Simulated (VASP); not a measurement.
Input:

```
AgCl
1.0
    0.00000     2.77500     2.77500
    2.77500     0.00000     2.77500
    2.77500     2.77500     0.00000
Ag Cl
1 1
Direct
  0.00000   0.00000   0.00000
  0.50000   0.50000   0.50000
```

All values below come from TPSS meta-GGA, VASP's PBE PAW potentials (set 64) (plane waves; VASP). Run with 520 eV cut-off, 9×9×9 Γ-centred mesh, tetrahedra with Blöchl corrections, potentials Ag Cl.

Task: Give the energies of bands 2 to 11 at the high-symmetry points, in eV from the valence-band maximum.

Result: 
```
band      Γ      X      U      L      W
----  -----  -----  -----  -----  -----
2     -2.41  -4.44  -4.29  -5.32  -4.25
3     -2.41  -3.15  -4.28  -4.19  -4.08
4     -2.41  -3.15  -3.83  -4.19  -4.08
5     -2.39  -2.73  -2.27  -2.02  -1.95
6     -2.39  -2.15  -1.96  -2.02  -1.95
7     -2.39  -1.90  -1.80  -1.71  -1.90
8     -2.34  -1.90  -1.60   0.00  -1.90
9     -2.34  -1.81  -1.03   0.00  -1.14
10     0.98   2.56   3.79   4.24   4.37
11    10.92   7.95   7.27   6.71   7.89
```

The gap is indirect, 0.98 eV, from the valence maximum at L to the conduction minimum at Γ.

The compound is AgCl in the rock salt structure. The cell was not relaxed at this level.
